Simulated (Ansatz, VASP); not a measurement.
One calculation of BaScO2F, two programs

File INCAR:

```
SYSTEM = BaScO2F
ALGO = Normal ; EDIFF = 1E-6
ENCUT = 520 ; ISIF = 2
ISMEAR = 0 ; LASPH = .TRUE.
LCHARG = .TRUE. ; LELF = .TRUE.
LREAL = .FALSE. ; LVHAR = .TRUE.
LWAVE = .FALSE. ; NBANDS = 28
NELM = 100 ; PREC = Accurate
SIGMA = 0.05
```

KPOINTS

```
k-points
0
G
  6 6 6
  0 0 0
```

POSCAR

```
BaScO2F
1.0
    4.2069470000      0.0000000000      0.0000000000
    0.0000000000      4.2069470000      0.0000000000
    0.0000000000      0.0000000000      4.1271847400
Ba Sc O F
1 1 2 1
Direct
    0.5000000000      0.5000000000      0.5000000000
    0.0000000000      0.0000000000      0.0000000000
    0.5000000000      0.0000000000      0.0000000000
    0.0000000000      0.5000000000      0.0000000000
    0.0000000000      0.0000000000      0.5000000000
```

Input for Ansatz:

```yaml
crystal:
  lattice:
    - [4.206947, 0.0, 0.0]
    - [0.0, 4.206947, 0.0]
    - [0.0, 0.0, 4.12718474]
  atoms:
    - { symbol: Ba, position: [0.5, 0.5, 0.5] }
    - { symbol: Sc, position: [0.0, 0.0, 0.0] }
    - { symbol: O, position: [0.5, 0.0, 0.0] }
    - { symbol: O, position: [0.0, 0.5, 0.0] }
    - { symbol: F, position: [0.0, 0.0, 0.5] }
basis:
  ecutwfc: 420
kpoints:
  mp_grid: { grid: [6, 6, 6] }
hamiltonian:
  xc: lda
scf:
  occupations: { method: gaussian, width: 0.05 }
output:
  forces: true
  stress: true
  eigenvalues: true
```

Change from the starting cell: strain -0.0200 x Voigt [0, 0, 1, 0, 0, 0], atoms carried along.

Alike in both runs: task single point; functional LDA; k mesh 6 × 6 × 6; occupations gaussian, width 0.05 eV; no spin polarisation.

|  | VASP | Ansatz |
| --- | --- | --- |
| version | VASP 6.6.1 | Ansatz 0.2.0 |
| potentials or method | VASP PAW LDA potentials, release 64 (Ba_sv, Sc_sv, O, F) | scalar-relativistic, plane waves, PAW |
| plane-wave cutoff (eV) | 520 | 420 |
| valence electrons in the cell | 40 | 40 |

```csv
,VASP,Ansatz,Ansatz less VASP
gap on the k mesh at the Fermi level (eV),2.96,3.03,+0.075
least direct gap on the mesh (eV),3.30,3.37,+0.062
pressure (GPa),-6.5,-8.0,-1.48
largest component of the traceless stress (GPa),2.24,2.10,-0.135
```

Caveats: spin-orbit coupling is left out, which moves the levels of the heavy elements. A k mesh can miss the band edges.
